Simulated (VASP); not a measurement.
# Pressure and energy of LaCrSb3 (Pbcm) within about 6% of the equilibrium volume, LDA+U: how far a constant bulk modulus holds

The usual rule of thumb treats a solid near equilibrium as a linear spring: pressure is proportional to the volume change, and equal compression and expansion cost equal energy. We test how far this holds for LaCrSb3, because strain and pressure estimates for layers and contacts often rest on a single bulk modulus. Seven evenly scaled cells were calculated with LDA+U, all ferromagnetic (Cr moments parallel) and all on one k mesh that is coarse for a metal. Volume changes are measured from the minimum of the fitted energy curve, 25.18 Å³ per atom. Pressure is positive when the cell is compressed. Energies are per atom and counted from the lowest row, 25.13 Å³, which lies close to that minimum but not on it.

## Systems and settings

A cell from the Materials Project database, relaxed at this level and then scaled evenly, fractional positions kept. VASP 6.6.1, plane waves with PAW, LDA+U with U = 4 eV on Cr d, cutoff 400 eV, k mesh 2×3×3, collinear spin, no spin-orbit coupling, static lattice. A Birch-Murnaghan fit to the energies has its minimum at 25.18 Å³ per atom.

Notes on method and selection:

- The pressure is that of a finite plane-wave basis, so it need not vanish exactly at the minimum of the energy.
- Only series whose fit has its minimum inside the range and an error under 0.5 meV per atom are shown.
- Non-spherical gradient terms in the PAW spheres (LASPH) are on in all rows.
- Runs that did not converge, have known faults or may not be shown are not listed, and runs on Ansatz's PAW sets soft_1 and soft_2 are kept to separate tables.

Columns:

- volume change (%): volume relative to the fitted equilibrium volume.
- pressure (GPa): pressure from the stress tensor (positive: compressed).
- energy (meV/atom): energy per atom above the lowest point of the series.

Input lines of one member:

```
PREC = Accurate
ENCUT = 400
EDIFF = 1E-06
NELM = 150
ISMEAR = 0
SIGMA = 0.05
LREAL = .FALSE.
ALGO = Normal
GGA = CA
NBANDS = 115
ISPIN = 2
LDAU = .TRUE.
LDAUTYPE = 2
LDAUL = -1 2 -1
LDAUU = 0 4 0
```

Command (options for logging and memory left out): `mpirun -np 8 vasp_std`

## The series

| member | volume change (%) | pressure (GPa) | energy (meV/atom) |
| --- | --- | --- | --- |
| 23.62 Å³ | −6.20 | 5.23 | 24.8 |
| 24.12 Å³ | −4.20 | 3.29 | 11.0 |
| 24.63 Å³ | −2.21 | 1.55 | 2.9 |
| 25.13 Å³ | −0.21 | −0.01 | 0.0 |
| 25.63 Å³ | 1.78 | −1.41 | 1.7 |
| 26.13 Å³ | 3.78 | −2.67 | 7.6 |
| 26.64 Å³ | 5.77 | −3.81 | 17.3 |

Least-squares fits to the whole series, with x = volume change (%); R² and errors in the fitted variable (y, or ln y where the fit is in ln y):

| y | members | fit | R² | rms residual | leave-one-out rms | the same for the mean of the others |
| --- | --- | --- | --- | --- | --- | --- |
| pressure (GPa) | 7 | y = −0.1684 − 0.7433 x + 0.02006 x² | 1.00 | 0.018 | 0.049 | 3.5 |
| energy (meV/atom) | 7 | y = −0.1274 − 0.2947 x + 0.5883 x² | 1.00 | 0.44 | 1.2 | 9.8 |

## Reading the trend

From the smallest cell to the largest, the pressure falls at every step, from 5.23 to −3.81 GPa. The energy rises on both sides of the 25.13 Å³ row, to 24.8 meV/atom at the compressed end and 17.3 meV/atom at the expanded end.

The simplest model has two parameters and follows from two assumptions.

1. The energy is a parabola in the relative volume change s = (V − V₀)/V₀, so that E = ½ B V₀ s², with one bulk modulus B for all volumes.
2. The finite plane-wave basis adds the same offset p₀ to every pressure. The stress is evaluated for a fixed set of plane waves, whereas the energies of different cells are compared at a fixed cutoff. This makes the stress pull slightly inwards, so p₀ should be negative.

The pressure is minus the slope of the energy, −dE/dV = −(1/V₀) dE/ds = −B s. With x = 100 s in percent, b = B/100 in GPa per percent, and the offset added:

P = p₀ − b x

For the energy in meV/atom we use 1 eV/Å³ = 160.2 GPa:

E = k x², with k = 0.786 b, where 10 × 25.18 / (2 × 160.2) = 0.786

The energy therefore needs no parameter of its own. The fits to the whole series bear this out: the linear coefficient of the pressure gives 0.786 × 0.743 = 0.584 meV per squared percent, against 0.588 from the energies.

This B belongs to a cell whose shape and fractional positions are frozen. In the series the stress is uneven away from equilibrium and largest along b, so a crystal free to adjust under hydrostatic pressure should be softer. The 2×3×3 mesh cannot settle by how much, or how far b really stands out. With a denser mesh at 25.13 Å³ the mean pressure hardly changes, but the stresses along the three axes then differ by about as much as they do in the smallest cell of the series, and clear forces appear on the La atoms. The starting cell is therefore relaxed for the 2×3×3 mesh only.

## Testing the model

We fix the line on the pressures of 24.63 Å³ and 25.63 Å³, one on each side of equilibrium:

- b = (1.55 + 1.41) / (2.21 + 1.78) = 2.96 / 3.99 = 0.742 GPa per percent, or B = 74 GPa
- p₀ = 1.55 − 0.742 × 2.21 = −0.09 GPa
- k = 0.786 × 0.742 = 0.583 meV/atom per squared percent

The energies enter only through the fitted minimum that sets the zero of x; the size of k comes from the pressures alone. Four other members follow.

**24.12 Å³** (x = −4.20)
- P = −0.09 + 0.742 × 4.20 = 3.03 GPa; table 3.29
- E = 0.583 × 4.20² = 10.3 meV/atom; table 11.0

**26.13 Å³** (x = 3.78)
- P = −0.09 − 0.742 × 3.78 = −2.89 GPa; table −2.67
- E = 0.583 × 3.78² = 8.3 meV/atom; table 7.6

**23.62 Å³** (x = −6.20)
- P = −0.09 + 0.742 × 6.20 = 4.51 GPa; table 5.23
- E = 0.583 × 6.20² = 22.4 meV/atom; table 24.8

**26.64 Å³** (x = 5.77)
- P = −0.09 − 0.742 × 5.77 = −4.37 GPa; table −3.81
- E = 0.583 × 5.77² = 19.4 meV/atom; table 17.3

The model thus understates the pressure needed for compression and overstates the tension needed for expansion. Its energies are too low on the compressed side and too high on the expanded side.

## Departures from the trend

Largest departures from the fit to the whole series:

| member | pressure (GPa) | fit | computed − fit | in rms residuals |
| --- | --- | --- | --- | --- |
| 24.63 Å³ | 1.55 | 1.57 | −0.02 | 1.2 |
| 26.13 Å³ | −2.67 | −2.69 | +0.02 | 1.2 |
| 26.64 Å³ | −3.81 | −3.79 | −0.02 | 1.1 |
| 23.62 Å³ | 5.23 | 5.21 | +0.02 | 1.0 |

The pressure lies above the straight line at both ends, by 5.23 − 4.51 = 0.72 GPa at 23.62 Å³ and 4.37 − 3.81 = 0.56 GPa at 26.64 Å³. The energy departs by +2.4 and −2.1 meV/atom. The assumption that fails is the constant bulk modulus. Between the two smallest cells the pressure changes by 1.94/2.00 = 0.97 GPa per percent, and between the two largest by 1.14/1.99 = 0.57. The general reason is that repulsion between overlapping electron shells grows faster than the attraction as atoms approach.

If B rises with pressure at a rate B′, the pressure gains a term ½ B (1 + B′) s². Converted from percent to s, the fitted coefficients are 0.7433 × 100 = 74.33 GPa for B and 0.02006 × 10000 = 200.6 GPa for ½ B (1 + B′). They give B′ = 2 × 200.6 / 74.33 − 1 = 4.4. The parabola for the energy is then multiplied by 1 − (1 + B′) s/3, which changes it by 22.4 × 5.4 × 6.20 / 100 / 3 = +2.5 meV/atom at the compressed end and by −19.4 × 5.4 × 5.77 / 100 / 3 = −2.0 at the expanded end. This accounts for nearly all of the energy departures.

At 25.13 Å³ the line is too high by 0.08 GPa, because a chord lies above a curve that bends upwards. For the same reason its p₀ of −0.09 GPa is too small in size; the quadratic fit gives −0.17.

## Closing remarks

One bulk modulus of about 74 GPa reproduces the rows within roughly 4% of equilibrium to 0.3 GPa and 0.7 meV/atom. For the rows near 6%, its increase with pressure has to be included.

These error sizes tell how closely the model follows the table, not how accurate the table is. At 25.13 Å³, the only volume tried on a denser k mesh, the mean pressure moves by much less than 0.3 GPa, but the energy moves by much more than 0.7 meV/atom. A shift common to all volumes would drop out of the energy column; one volume cannot show whether it is common. The values of B and B′ therefore hold for the 2×3×3 mesh and for ferromagnetic order, and their change with a denser mesh or another magnetic order remains open.

The static lattice leaves out the vibrational energy, roughly +80 meV/atom at room temperature, which is more than the whole energy column spans. Most of it is common to all volumes. The part that changes with volume acts as a thermal pressure, the Grüneisen parameter times the vibrational energy per volume. For an assumed parameter of about 2 this is roughly +1 GPa, which would expand the crystal by about 1%; this is well below the span of the pressure column.

[Logs are printed without paths, hosts, clocks, repeated set-up lines and the standing remarks that a program may print on its own settings, such as how far it seeks lower states.]
